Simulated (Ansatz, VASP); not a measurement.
# Lu3SnC in two plane-wave programs, part 3 of 3

Aim: how closely do two programs agree when they are given the same cell, functional and k mesh? The cell is taken from a series of runs on this material, whose earlier steps may have relaxed, scaled, displaced or heated it; both programs get it as it stands.

VASP 6.6.1 and Ansatz 0.2.0.

So far. Step 2 (VASP: zone-centre phonons, PBEsol): The data set Lu_3 holds the 4f electrons frozen in the core, so no f bands or f moments appear.

### Step 3. Ansatz: zone-centre phonons, PBEsol

Level of this step: Ansatz beside VASP: Kohn-Sham DFT, plane waves, PBEsol (Ansatz).

Ansatz runs on its PAW soft_1 files.

The same cell, functional, mesh and smearing now go to Ansatz, which takes its cutoff from its data sets.

input.yaml reads:

```yaml
crystal:
  lattice:
    - [4.6838116069, 0.0, 0.0]
    - [0.0, 4.6838116069, 0.0]
    - [0.0, 0.0, 4.6838116069]
  atoms:
    - { symbol: Lu, position: [0.5, 0.0, 0.5] }
    - { symbol: Lu, position: [0.5, 0.5, 0.0] }
    - { symbol: Lu, position: [0.0, 0.5, 0.5] }
    - { symbol: Sn, position: [0.0, 0.0, 0.0] }
    - { symbol: C, position: [0.5, 0.5, 0.5] }
kpoints:
  mp_grid: { grid: [8, 8, 8] }
hamiltonian:
  xc: pbesol
  pseudopotentials: { kind: paw, azcp: { folder: soft_1 }, xc_functional: pbe }
scf:
  occupations: { method: methfessel_paxton, width: 0.2 }
output:
  eigenvalues: true
phonons:
  method: dfpt
```

Command:

```console
ansatz run input.yaml --threads 4 --pin off --max-ram 10240MiB --backend cpu --events-out ev --progress --plain --runs-dir out
```

Numbers of over 12 decimals in the logs are rounded to 6 here.

Output:

```text
zone centre: on kpoints.mp_grid the ground state, and the responses unless they are solved on pairs of k-points, stand on 125 of the mesh's 512 k-points, reduced under 8 symmetry operations, with k and −k counted as one. Each operation leaves every solved displacement unchanged or reverses it
Engine: ansatz 0.2.0, aarch64-unknown-linux-gnu
Pseudopotentials: kind: paw
Pseudopotential: Lu, paw, valence charge 25, recommended cutoff 420 eV (normal), soft_1/Lu.paw.azcp
Pseudopotential: Sn, paw, valence charge 14, recommended cutoff 420 eV (normal), soft_1/Sn.paw.azcp
Pseudopotential: C, paw, valence charge 4, recommended cutoff 420 eV (normal), soft_1/C.paw.azcp
Functional definition: PBEsol
  exchange = pbesol_x
  correlation = pbesol_c
Crystal: 5 atoms, lattice volume = 102.754 Å³
Basis set: ecut = 420 eV, 2007 PW (Γ), exchange–correlation on 64×64×64 points (8 copies of the dense FFT grid, shifted against one another)
Bands: 56, of which v1, the nominal top of the filled ones, is band 47 counted from 1 (46 counted from 0)
Symmetry: 48 space group operations
k-points: 125 of 512 (irreducible under 8 space group operations)
Non-local potential: Lu, projectors of the file, l = 0: 3, l = 1: 2, l = 2: 2, l = 3: 3
Non-local potential: Sn, projectors of the file, l = 0: 2, l = 1: 2, l = 2: 2, l = 3: 1
Non-local potential: C, projectors of the file, l = 0: 2, l = 1: 2, l = 2: 1
PAW form: soft (Blöchl's): semilocal exchange-correlation on the pseudo side does not see the compensation charge
PAW frozen core: Lu, regenerated for the run's functional, and the local potential with it (the file was generated under x = pbe(κ = 0.804, μ = 0.219515), c = pbe(β = 0.066725))
PAW frozen core: Sn, regenerated for the run's functional, and the local potential with it (the file was generated under x = pbe(κ = 0.804, μ = 0.219515), c = pbe(β = 0.066725))
PAW frozen core: C, regenerated for the run's functional, and the local potential with it (the file was generated under x = pbe(κ = 0.804, μ = 0.219515), c = pbe(β = 0.066725))
PAW one-centre angular grid: Lu, 590 points (default); XC on 64 Gauss nodes
PAW one-centre angular grid: Sn, 590 points (default); XC on 64 Gauss nodes
PAW one-centre angular grid: C, 110 points (default); XC on 64 Gauss nodes
Initial density: superposition of atomic densities (chi_scale 0.1, normalization cell, long waves kept (reshape's long-wave potential 0.00 eV rms))
Initial wavefunctions: pseudopotential atomic-orbital guess
Functional: x = pbesol(κ = 0.804, μ = 0.123457), c = pbesol(β = 0.046)
SCF iter   1: F=—  HF=-50039.250633 eV  |F-HF|=—  |Δ(HF+E_count)|=         —  Δρ=6.29e-2  dr2=1.09e1  ethr=3.10e-3  ⟨swp⟩=7.3  Hψ=30083  notcnv=0
preconditioner: auto → Kerker (q_TF=auto, 2.683 Å⁻¹)  [metal: Δε(μ)=0.071 eV  Ē_g=13.561 eV  σ=0.200 eV  W_gap=0.30  n_scr=32 (ndim 8)  ℏωp=34.2 eV  f_vac=0.000  D(μ)=1.32/eV (n_scr^D=6)]
SCF iter   2: F=—  HF=-50037.253114 eV  |F-HF|=—  |Δ(HF+E_count)|=    2.00e0  S|Δr|=    0.00e0  Δρ=3.05e-2  dr2=3.09e0  ethr=3.10e-3  ⟨swp⟩=4.0  Hψ=15642  notcnv=0  defer=344
SCF iter   3: F=—  HF=-50036.502552 eV  |F-HF|=—  |Δ(HF+E_count)|=   7.51e-1  S|Δr|=    0.00e0  Δρ=1.24e-2  dr2=4.55e-1  ethr=3.10e-3  ⟨swp⟩=3.1  Hψ=12428  notcnv=0  defer=339
SCF iter   4: F=—  HF=-50036.372976 eV  |F-HF|=—  |Δ(HF+E_count)|=   1.30e-1  S|Δr|=    0.00e0  Δρ=3.88e-3  dr2=1.37e-2  ethr=4.89e-4  ⟨swp⟩=3.4  Hψ=15059  notcnv=0  defer=318
SCF iter   5: F=—  HF=-50036.374026 eV  |F-HF|=—  |Δ(HF+E_count)|=   1.05e-3  S|Δr|=    0.00e0  Δρ=1.83e-3  dr2=3.55e-3  ethr=1.48e-5  ⟨swp⟩=3.2  Hψ=19737  notcnv=0  defer=307
SCF iter   6: F=—  HF=-50036.367245 eV  |F-HF|=—  |Δ(HF+E_count)|=   6.78e-3  S|Δr|=    0.00e0  Δρ=1.19e-3  dr2=1.16e-3  ethr=3.82e-6  ⟨swp⟩=4.2  Hψ=19545  notcnv=0  defer=307
SCF iter   7: F=—  HF=-50036.366704 eV  |F-HF|=—  |Δ(HF+E_count)|=   5.41e-4  S|Δr|=    0.00e0  Δρ=2.55e-4  dr2=9.40e-5  ethr=1.24e-6  ⟨swp⟩=2.7  Hψ=15536  notcnv=0  defer=308
SCF iter   8: F=—  HF=-50036.366724 eV  |F-HF|=—  |Δ(HF+E_count)|=   1.99e-5  S|Δr|=    0.00e0  Δρ=1.44e-4  dr2=2.41e-5  ethr=1.01e-7  ⟨swp⟩=3.1  Hψ=14291  notcnv=0  defer=308
SCF iter   9: F=—  HF=-50036.366714 eV  |F-HF|=—  |Δ(HF+E_count)|=   9.15e-6  S|Δr|=    0.00e0  Δρ=4.04e-5  dr2=1.82e-6  ethr=2.59e-8  ⟨swp⟩=3.4  Hψ=17742  notcnv=0  defer=308
SCF iter  10: F=—  HF=-50036.366715 eV  |F-HF|=—  |Δ(HF+E_count)|=   4.67e-7  S|Δr|=    0.00e0  Δρ=1.16e-5  dr2=1.13e-7  ethr=1.96e-9  ⟨swp⟩=3.0  Hψ=16114  notcnv=0  defer=308
SCF iter  11: F=—  HF=-50036.366715 eV  |F-HF|=—  |Δ(HF+E_count)|=   2.33e-8  S|Δr|=    0.00e0  Δρ=3.06e-6  dr2=8.92e-9  ethr=1.22e-10  ⟨swp⟩=3.0  Hψ=16937  notcnv=0  defer=308
SCF iter  12: F=—  HF=-50036.366715 eV  |F-HF|=—  |Δ(HF+E_count)|=   2.05e-9  S|Δr|=    0.00e0  Δρ=9.18e-7  dr2=6.24e-10  ethr=9.59e-12  ⟨swp⟩=2.2  Hψ=12636  notcnv=0  defer=308
SCF iter  13: F=—  HF=-50036.366715 eV  |F-HF|=—  |Δ(HF+E_count)|=    0.00e0  S|Δr|=    0.00e0  Δρ=3.39e-7  dr2=1.15e-10  ethr=1.00e-12  ⟨swp⟩=2.5  Hψ=12700  notcnv=0  defer=308
SCF iter  14: F=—  HF=-50036.366715 eV  |F-HF|=—  |Δ(HF+E_count)|=  1.46e-11  S|Δr|=    0.00e0  Δρ=9.15e-8  dr2=2.47e-12  ethr=1.00e-12  ⟨swp⟩=19.4  Hψ=72734  notcnv=0
SCF iter  15: F=-50036.366715 eV  HF=-50036.366715 eV  |F-HF|=7.28e-12  |Δ(HF+E_count)|=  7.28e-12  S|Δr|=    0.00e0  Δρ=2.88e-8  dr2=5.21e-13  ethr=1.00e-12  ⟨swp⟩=8.6  Hψ=46312  notcnv=0
SCF 1 converged in 15 iterations: F = -50036.366715 eV  dr2 = 5.21e-13
  greatest PAW one-centre occupation: 0.998 electrons in one spin orbital (limit 2), on the Lu atom at site 2 (counted from 0), in its partial waves of l = 0
DFPT response loops at Γ: preconditioner auto → Kerker (q_TF=auto, 2.683 Å⁻¹) (partly filled bands, converged f_vac=0.000); β = 1.00, the filter's whole step (`scf.mixing.beta` (0.50) is not read by the response loops under this deck's `scf.mixing.preconditioner`; to damp them name `kerker` or `kerker_dos`, under which they read `scf.mixing.beta`, and type it under 1.00, their step now; both keys bind the ground state too); Broyden in place of MSR1
SCF converged after 15 iterations
Stability not checked: this state was not tested for a lower state beside it, because cold or Methfessel-Paxton smearing, or corrected tetrahedra, fill the levels in a way that the test cannot read (fill_not_monotonic; see scf.lower_state_search)
Free energy (F): -50036.366715 eV
Harris-Foulkes:  -50036.366715 eV  (|F-HF|=7.28e-12)
Internal energy: -50036.364481 eV  (E = F + TS)
E sigma→0 (E₀):  -50036.366156 eV
Entropy (-TS):   -0.002234 eV (-0.447 meV/atom)
Fermi energy:    15.593374 eV
--- Per-component energies (eV) ---
  E_band       = 146.480578
  E_kinetic    = 1521.859993
  E_local      = -21066.204194  (includes V_loc(G=0)·N_el)
  E_nonlocal   = 2221.519379
  E_hartree    = 8938.484221
  E_xc         = -795.858146
  E_vxc        = -901.935453  (∫ρ·V_xc dr)
  E_paw        = -26292.936782  (= ΣΔE_a)
  E_vpaw       = 494.272086  (= ΣTr[D̂ρ^β])
  E_aug_tail   = 0.000256  (compensation charges beyond the density's cutoff)
  E_ewald      = -14567.110802
  E_core_change = 3.881594  (= ΣΔE_core)
  E_smearing   = -0.002234  (= −TS)
  E_closure    = 0.000000  (closes the sum)
  Σ components = -50036.366715   (vs F -50036.366715, Δ=0.00e0)
--- Band table (eV; the first three rows and the last of 125) ---
  k-point 0: bands = [... 43 lower, 14.1043, 14.1043, 14.8923, 14.8923, 14.8923, 16.2565, 16.2565, 16.2565, ... 5 higher]
  k-point 1: bands = [... 43 lower, 14.1372, 14.5679, 14.6342, 14.6342, 14.9555, 15.6420, 16.6471, 16.6471, ... 5 higher]
  k-point 2: bands = [... 43 lower, 13.9213, 14.2507, 14.2507, 14.5982, 15.1273, 15.7740, 17.4028, 17.4028, ... 5 higher]
  k-point 124: bands = [... 43 lower, 13.4073, 13.4073, 13.4073, 16.2461, 16.2461, 16.2461, 17.4356, 17.4356, ... 5 higher]
--- Phonons (Γ-DFPT): 4 representative perturbations + reference, on 125 of 512 k-points (Σ response iterations 13) ---
  k mesh reduced under 8 symmetry operations, with k and −k counted as one. Each operation leaves every solved displacement unchanged or reverses it
  ASR residual: 3.902e-5 → 0.000e0 eV/Å²; symmetrization residual: 1.712e-6 eV/Å²
  ASR residual per site (eV/Å²): 3.90e-5 3.90e-5 3.90e-5 2.84e-5 1.85e-5
  Γ frequencies (cm⁻¹): 0.00 0.00 0.00 103.86 103.86 103.86 108.69 108.69 108.69 144.50 144.50 144.50 466.31 466.31 466.31
  non-analytic LO–TO correction: not included (Born effective charges unavailable; polar crystals: no LO–TO splitting at Γ)
```

Reading the cycles: dr2 is the Hartree energy of the density residual (eV), the measure of convergence; HF is the Harris–Foulkes estimate of the energy, which meets the free energy F at convergence.

### Step 4. Side by side

Known differences besides the potentials themselves: the data sets hold 93 valence electrons in Ansatz (on its PAW soft_1 files) and 45 in VASP; the cutoff is 420 eV in Ansatz and 600 eV in VASP; Ansatz makes its cores anew for this functional, VASP keeps those of its PBE data sets. Total energies have different zeros and are not compared.

The two programs side by side:

| quantity | Ansatz | VASP | difference |
| --- | --- | --- | --- |
| optical mode 1 to 3 (cm⁻¹) | 103.9 | 103.6 | +0.25 % |
| optical mode 4 to 6 (cm⁻¹) | 108.7 | 109.4 | -0.67 % |
| optical mode 7 to 9 (cm⁻¹) | 144.5 | 146.3 | -1.20 % |
| optical mode 10 to 12 (cm⁻¹) | 466.3 | 466.3 | +0.00 % |

Modes are paired by rising frequency, not by their patterns, so a pair may set unlike modes beside each other; they are those without the splitting of longitudinal modes.

### Step 5. Summary of results

```yaml
r_m_s_difference_of_the_optical_zone_centre_modes_each_program_s_sorted_by_frequency_zone_centre_phonons_pbesol: 0.96 cm⁻¹
difference_in_optical_mode_7_to_9_zone_centre_phonons_pbesol: -1.2 %
```

The r.m.s. difference of the optical zone-centre modes, each program's sorted by frequency is 0.96 cm⁻¹ (zone-centre phonons, PBEsol). The data sets hold unlike numbers of valence electrons (93 in Ansatz and 45 in VASP), so part of the differences comes from the potentials. Among the rows given in per cent, the largest difference of the zone-centre phonons, PBEsol pair is in optical mode 7 to 9, -1.2 %. Such differences can come from data sets, numerical settings and the points named under the comparisons, not from the functional's error against experiment.

[Lines on the potential files, build, host, timing and source positions are cut from VASP's logs without a mark.]

[Logs are printed without paths, hosts, clocks, repeated set-up lines and the standing remarks that a program may print on its own settings, such as how far it seeks lower states.]

[Hosts, paths, dates, database ids (printed as entryN), source tags and the programs' standing remarks are cut or masked in the printed files.]
